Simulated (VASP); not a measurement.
```
PtTe
1.0
    4.05527     0.00000     0.00000
    0.00000     4.05527     0.00000
    0.00000     0.00000     7.14054
Pt Te
2 2
Direct
  0.00000   0.50000   0.00000
  0.50000   0.00000   0.50000
  0.00000   0.00000   0.25000
  0.00000   0.00000   0.75000
```
Cell charge +0.02.

Method: PBE GGA, VASP's PBE PAW potentials (set 64) (plane waves; VASP 6.6.1). Settings: NELECT = 31.98, 400 eV cut-off, 5×5×3 Γ-centred mesh, Gaussian smearing of 0.050 eV, potentials Pt Te.

The cell is charged, with a uniform compensating background.

**Question.** Give the stress tensor in GPa (positive for a compressed cell).

**Answer.** 
```
-5.29   0.00   0.00
 0.00  -5.29   0.00
 0.00   0.00  -9.22
```
The pressure is its mean diagonal, -6.60 GPa.

The structure was generated: TePt was put into the PtS type (P4_2/mmc), which need not be its known phase. The cell was not relaxed at this level. The k-mesh is coarse (spacing up to 0.31 per Å, 2π included), so the numbers may not be converged in it. The run is one of a series of settings (NELECT = 31.98 against the base run), some of them coarse on purpose.
